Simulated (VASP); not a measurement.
Level of theory: PBE GGA with D4 dispersion, VASP's PBE PAW potentials (set 64) (plane waves; VASP).

A VASP calculation is set up with these files.

### INCAR
```
# general
SYSTEM   =  TiO2
PREC     =  Accurate
ENCUT    =  520
LREAL    =  .False.
LASPH    =  .True.

# electronic loop
EDIFF    =  1E-7
NELM     =  100
ALGO     =  Normal
LMAXMIX  =  4

# smearing
ISMEAR   =  0
SIGMA    =  0.05

# functional
GGA      =  PE
IVDW     =  13

# ions
IBRION   =  2
NSW      =  30
ISIF     =  4
EDIFFG   =  -0.01

# output
LWAVE    =  .False.
LCHARG   =  .False.
```

### KPOINTS
```
Automatic mesh
0
Gamma
8 8 8
0 0 0
```

File POSCAR:
```
TiO2
1
   -1.8551618041     1.8551618041     4.7104121525
    1.8551618041    -1.8551618041     4.7104121525
    1.8551618041     1.8551618041    -4.7104121525
Ti O
2 4
Direct
  0.7500000000   0.2500000000   0.5000000000
  1.0000000000   1.0000000000   0.0000000000
  0.5425008924   0.0425008924   0.5000000000
  0.7925008924   0.7925008924   1.0000000000
  0.2074991076   0.2074991076   1.0000000000
  0.9574991076   0.4574991076   0.5000000000
```

POTCAR, in this order: Ti_sv O (PBE.64 set). Program: vasp_std.

Output of the run:

OSZICAR:
```
       N       E                     dE             d eps       ncg     rms          rms(c)
DAV:   1     0.695841543761E+03    0.69584E+03   -0.25156E+04  3304   0.202E+03
DAV:   2     0.498378530484E+02   -0.64600E+03   -0.62430E+03  3644   0.584E+02
DAV:   3    -0.648241583561E+02   -0.11466E+03   -0.11135E+03  5072   0.219E+02
DAV:   4    -0.700980058922E+02   -0.52738E+01   -0.52689E+01  4476   0.495E+01
DAV:   5    -0.703254242703E+02   -0.22742E+00   -0.22737E+00  4652   0.845E+00    0.353E+01
DAV:   6    -0.537230379841E+02    0.16602E+02   -0.11289E+02  4216   0.107E+02    0.121E+01
DAV:   7    -0.535635961734E+02    0.15944E+00   -0.13946E+01  4432   0.305E+01    0.882E+00
DAV:   8    -0.536584876956E+02   -0.94892E-01   -0.26186E+00  4184   0.162E+01    0.323E+00
DAV:   9    -0.535646277221E+02    0.93860E-01   -0.95713E-01  4408   0.932E+00    0.992E-01
DAV:  10    -0.535731963852E+02   -0.85687E-02   -0.89978E-02  3872   0.232E+00    0.346E-01
DAV:  11    -0.535711824556E+02    0.20139E-02   -0.16162E-02  3952   0.919E-01    0.579E-02
DAV:  12    -0.535713221775E+02   -0.13972E-03   -0.14359E-03  4440   0.393E-01    0.912E-02
DAV:  13    -0.535712591940E+02    0.62983E-04   -0.39026E-04  4564   0.179E-01    0.128E-02
DAV:  14    -0.535712634031E+02   -0.42091E-05   -0.30551E-05  5092   0.463E-02    0.110E-02
DAV:  15    -0.535712627012E+02    0.70191E-06   -0.82913E-06  4636   0.293E-02    0.210E-03
DAV:  16    -0.535712628875E+02   -0.18624E-06   -0.44762E-07  3232   0.748E-03    0.128E-03
DAV:  17    -0.535712629609E+02   -0.73413E-07   -0.61591E-08  2248   0.258E-03
   1 F= -.54784129E+02 E0= -.54784129E+02  d E =-.547841E+02
       N       E                     dE             d eps       ncg     rms          rms(c)
DAV:   1    -0.535787162002E+02   -0.74533E-02   -0.70445E+00  3304   0.171E+01    0.512E-01
DAV:   2    -0.535874406746E+02   -0.87245E-02   -0.12745E-01  3784   0.266E+00    0.379E-01
DAV:   3    -0.535855810410E+02    0.18596E-02   -0.47319E-03  4448   0.629E-01    0.239E-01
DAV:   4    -0.535848064401E+02    0.77460E-03   -0.28880E-03  3768   0.488E-01    0.389E-02
DAV:   5    -0.535848507890E+02   -0.44349E-04   -0.56158E-04  3692   0.194E-01    0.273E-02
DAV:   6    -0.535848524242E+02   -0.16351E-05   -0.31195E-05  4948   0.462E-02    0.146E-02
DAV:   7    -0.535848476959E+02    0.47282E-05   -0.26094E-05  4040   0.465E-02    0.235E-03
DAV:   8    -0.535848479427E+02   -0.24675E-06   -0.27438E-06  3648   0.118E-02    0.281E-03
DAV:   9    -0.535848478741E+02    0.68613E-07   -0.22702E-07  2700   0.391E-03
   2 F= -.54796226E+02 E0= -.54796226E+02  d E =-.120967E-01
       N       E                     dE             d eps       ncg     rms          rms(c)
DAV:   1    -0.535848256192E+02    0.22324E-04   -0.20026E-03  3380   0.289E-01    0.829E-03
DAV:   2    -0.535848281031E+02   -0.24839E-05   -0.35282E-05  3772   0.447E-02    0.628E-03
DAV:   3    -0.535848275409E+02    0.56220E-06   -0.11939E-06  3776   0.976E-03    0.351E-03
DAV:   4    -0.535848273483E+02    0.19255E-06   -0.73133E-07  3252   0.749E-03    0.661E-04
DAV:   5    -0.535848273610E+02   -0.12656E-07   -0.12580E-07  2016   0.321E-03
   3 F= -.54796229E+02 E0= -.54796229E+02  d E =-.121002E-01
       N       E                     dE             d eps       ncg     rms          rms(c)
DAV:   1    -0.536104464729E+02   -0.25619E-01   -0.42206E+00  3304   0.180E+01    0.109E+00
DAV:   2    -0.536066927969E+02    0.37537E-02   -0.17062E-01  3760   0.333E+00    0.616E-01
DAV:   3    -0.535990093868E+02    0.76834E-02   -0.16339E-02  3936   0.129E+00    0.119E-01
DAV:   4    -0.535990359276E+02   -0.26541E-04   -0.22279E-03  4296   0.411E-01    0.418E-02
DAV:   5    -0.535990338578E+02    0.20698E-05   -0.14560E-04  4284   0.110E-01    0.251E-02
DAV:   6    -0.535990383901E+02   -0.45323E-05   -0.15165E-05  4088   0.453E-02    0.475E-03
DAV:   7    -0.535990389615E+02   -0.57143E-06   -0.24227E-06  3888   0.135E-02    0.261E-03
DAV:   8    -0.535990390782E+02   -0.11669E-06   -0.23478E-07  2800   0.525E-03    0.606E-04
DAV:   9    -0.535990390595E+02    0.18662E-07   -0.44087E-08  2064   0.199E-03
   4 F= -.54808467E+02 E0= -.54808467E+02  d E =-.122376E-01
       N       E                     dE             d eps       ncg     rms          rms(c)
DAV:   1    -0.536786097189E+02   -0.79571E-01   -0.22667E+01  3304   0.419E+01    0.256E+00
DAV:   2    -0.536590254328E+02    0.19584E-01   -0.94527E-01  3764   0.765E+00    0.145E+00
DAV:   3    -0.536187031200E+02    0.40322E-01   -0.97478E-02  3984   0.307E+00    0.463E-01
DAV:   4    -0.536163214400E+02    0.23817E-02   -0.18936E-02  4444   0.125E+00    0.103E-01
DAV:   5    -0.536163586912E+02   -0.37251E-04   -0.12612E-03  4200   0.334E-01    0.578E-02
DAV:   6    -0.536163825338E+02   -0.23843E-04   -0.78634E-05  4064   0.938E-02    0.997E-03
DAV:   7    -0.536163853384E+02   -0.28046E-05   -0.98025E-06  4312   0.262E-02    0.581E-03
DAV:   8    -0.536163858754E+02   -0.53695E-06   -0.10857E-06  3756   0.961E-03    0.122E-03
DAV:   9    -0.536163858264E+02    0.48944E-07   -0.95528E-08  2156   0.248E-03
   5 F= -.54820965E+02 E0= -.54820965E+02  d E =-.247361E-01
       N       E                     dE             d eps       ncg     rms          rms(c)
DAV:   1    -0.536165934008E+02   -0.20753E-03   -0.18839E-02  3376   0.121E+00    0.737E-02
DAV:   2    -0.536165730360E+02    0.20365E-04   -0.76851E-04  3740   0.226E-01    0.417E-02
DAV:   3    -0.536165372901E+02    0.35746E-04   -0.75181E-05  3920   0.876E-02    0.714E-03
DAV:   4    -0.536165376611E+02   -0.37102E-06   -0.91299E-06  4100   0.261E-02    0.254E-03
DAV:   5    -0.536165377390E+02   -0.77899E-07   -0.43388E-07  3516   0.606E-03
   6 F= -.54820971E+02 E0= -.54820971E+02  d E =-.247417E-01
       N       E                     dE             d eps       ncg     rms          rms(c)
DAV:   1    -0.536165991002E+02   -0.61439E-04   -0.20740E-01  3336   0.284E+00    0.745E-02
DAV:   2    -0.536168955613E+02   -0.29646E-03   -0.35808E-03  3752   0.428E-01    0.562E-02
DAV:   3    -0.536168664454E+02    0.29116E-04   -0.12582E-04  4608   0.855E-02    0.388E-02
DAV:   4    -0.536168499444E+02    0.16501E-04   -0.76861E-05  3764   0.747E-02    0.603E-03
DAV:   5    -0.536168507858E+02   -0.84143E-06   -0.15102E-05  3604   0.301E-02    0.451E-03
DAV:   6    -0.536168507584E+02    0.27406E-07   -0.69555E-07  3644   0.592E-03
   7 F= -.54820934E+02 E0= -.54820934E+02  d E =0.367681E-04
       N       E                     dE             d eps       ncg     rms          rms(c)
DAV:   1    -0.536166758097E+02    0.17498E-03   -0.64428E-02  3328   0.158E+00    0.409E-02
DAV:   2    -0.536167671428E+02   -0.91333E-04   -0.10936E-03  3768   0.237E-01    0.310E-02
DAV:   3    -0.536167581920E+02    0.89508E-05   -0.37595E-05  4584   0.458E-02    0.209E-02
DAV:   4    -0.536167532750E+02    0.49170E-05   -0.23161E-05  3756   0.408E-02    0.342E-03
DAV:   5    -0.536167534223E+02   -0.14724E-06   -0.46448E-06  3584   0.168E-02    0.249E-03
DAV:   6    -0.536167534435E+02   -0.21199E-07   -0.17759E-07  2512   0.328E-03
   8 F= -.54821032E+02 E0= -.54821032E+02  d E =-.607924E-04
```

**OUTCAR**
```
------------------------ aborting loop because EDIFF is reached ----------------------------------------
  Edisp (eV):   -1.20428
  FORCE on cell =-STRESS in cart. coord.  units (eV):
  Direction    XX          YY          ZZ          XY          YZ          ZX
  --------------------------------------------------------------------------------------
  Total       4.56972     4.56972     4.58066     0.00000     0.00000     0.00000
  in kB     112.90624   112.90624   113.17646     0.00000     0.00000     0.00000
  external pressure =      113.00 kB  Pullay stress =        0.00 kB
  volume of cell :       64.85
      direct lattice vectors                 reciprocal lattice vectors
    -1.879027811  1.879027811  4.591515777     0.000000000  0.266095050  0.108896500
     1.879027811 -1.879027811  4.591515777     0.266095050  0.000000000  0.108896500
     1.879027811  1.879027811 -4.591515777     0.266095050  0.266095050  0.000000000
 POSITION                                       TOTAL-FORCE (eV/Angst)
 -----------------------------------------------------------------------------------
     -0.00000      1.87903      2.29576         0.000000      0.000000     -0.000000
      0.00000      0.00000      0.00000        -0.000000     -0.000000     -0.000000
      0.00000      1.87903      0.33528         0.000000     -0.000000     -0.000074
      0.00000      0.00000      7.22256        -0.000000      0.000000     -0.000074
      0.00000      0.00000      1.96047        -0.000000      0.000000      0.000074
      0.00000      1.87903      4.25623        -0.000000     -0.000000      0.000074
 -----------------------------------------------------------------------------------
    total drift:                                0.000000      0.000000     -0.000000
  FREE ENERGIE OF THE ION-ELECTRON SYSTEM (eV)
  ---------------------------------------------------
  free  energy   TOTEN  =       -54.8210316250 eV

  energy  without entropy=      -54.8210316250  energy(sigma->0) =      -54.82103162

 reached required accuracy - stopping structural energy minimisation
```
(Selected blocks of OUTCAR.)

File CONTCAR:
```
TiO2
   1.00000000000000
    -1.8790278106415841    1.8790278106415841    4.5915157771549104
     1.8790278106415841   -1.8790278106415841    4.5915157771549104
     1.8790278106415841    1.8790278106415841   -4.5915157771549104
  Ti              O
     2     4
Direct
     0.7500000000000000    0.2500000000000000    0.5000000000000000
     0.0000000000000000    0.0000000000000000    0.0000000000000000
     0.5365113200169012    0.0365113200169012    0.5000000000000000
     0.7865113200169012    0.7865113200169012    0.0000000000000000
     0.2134886799830988    0.2134886799830988    0.0000000000000000
     0.9634886799830988    0.4634886799830989    0.5000000000000000
```

The compound is TiO2 in the anatase structure, one of several forms; rutile is the usual stable one. This cell is one point of a volume scan, at 0.94 of the reference volume. Symmetry was kept, so distortions that lower it aren't found.
